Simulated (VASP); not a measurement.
```yaml
crystal:
  lattice:
    - [3.85715, 0.00000, 0.00000]
    - [0.00000, 3.85715, 0.00000]
    - [0.00000, 0.00000, 9.01524]
  atoms:
    - { symbol: Lu, position: [0.00000, 0.00000, 0.00000] }
    - { symbol: Bi, position: [0.50000, 0.50000, 0.27571] }
    - { symbol: Bi, position: [0.50000, 0.50000, 0.72429] }
    - { symbol: Cl, position: [0.00000, 0.00000, 0.50000] }
    - { symbol: O, position: [0.50000, 0.00000, 0.85157] }
    - { symbol: O, position: [0.50000, 0.00000, 0.14843] }
    - { symbol: O, position: [0.00000, 0.50000, 0.85157] }
    - { symbol: O, position: [0.00000, 0.50000, 0.14843] }
```

Method: PBEsol GGA, VASP's PBE PAW potentials (set 64) (plane waves; VASP). Numerical set-up: 400 eV cut-off, 7×7×3 Γ-centred mesh, Gaussian smearing of 0.010 eV, potentials Lu_3 Bi_d Cl O.

At this cut-off the stress carries a Pulay error, which pulls relaxed volumes low.

Question: Estimate the energy per atom (σ→0), pressure, largest force.

Answer: 
```yaml
energy per atom (σ→0): -6.656 eV/atom
pressure: -7.84 GPa
largest_force: 0.381 eV/Å
```

The absolute energy has meaning only against runs of the same code, potentials and settings.

The structure comes from a computed database's LuBi2ClO4 entry (P4/mmm); how it stands against other phases isn't given here. The cell was not relaxed at this level.
